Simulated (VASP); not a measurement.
A convergence study with VASP on PbTe (rock salt): one setting is varied, all else stays as given below, so the limit is that of these other settings. ε∞ is the independent-particle value.

```xyz
2
Lattice="0.0000 3.2300 3.2300 3.2300 0.0000 3.2300 3.2300 3.2300 0.0000" Properties=species:S:1:pos:R:3 pbc="T T T"
Te     3.2300     3.2300     3.2300
Pb     0.0000     0.0000     0.0000
```

Level of theory: LDA (Ceperley-Alder, Perdew-Zunger), VASP's LDA PAW potentials (set 64) (plane waves; VASP). The tightest run used: 550 eV cut-off, 6×6×6 Γ-centred mesh, Gaussian smearing of 0.050 eV, potentials Te Pb_d.

**Question.** The settings run are NBANDS = 11; NBANDS = 12; NBANDS = 14; NBANDS = 18; NBANDS = 26; NBANDS = 42; NBANDS = 74; NBANDS = 138. From which on does the mean ε∞ stay within 0.3  of the tightest run?

**Answer.** From NBANDS = 18 on: it is off by 0.15 there and by no more than 0.3 in any finer run, while NBANDS = 14 is off by 0.52.
```tsv
setting	mean ε∞	bands	difference judged ()
NBANDS = 11	20.32	11	14.01
NBANDS = 12	29.46	12	4.87
NBANDS = 14	33.81	14	0.52
NBANDS = 18	34.18	18	0.15
NBANDS = 26	34.25	26	0.08
NBANDS = 42	34.30	42	0.03
NBANDS = 74	34.34	74	0.01
NBANDS = 138	34.33	138	0.00
```

Left out are rungs that failed or repeat a setting and relaxations that didn't move; long series are thinned to 24 rows.

The compound is PbTe in the rock salt structure. The cell was not relaxed at this level.
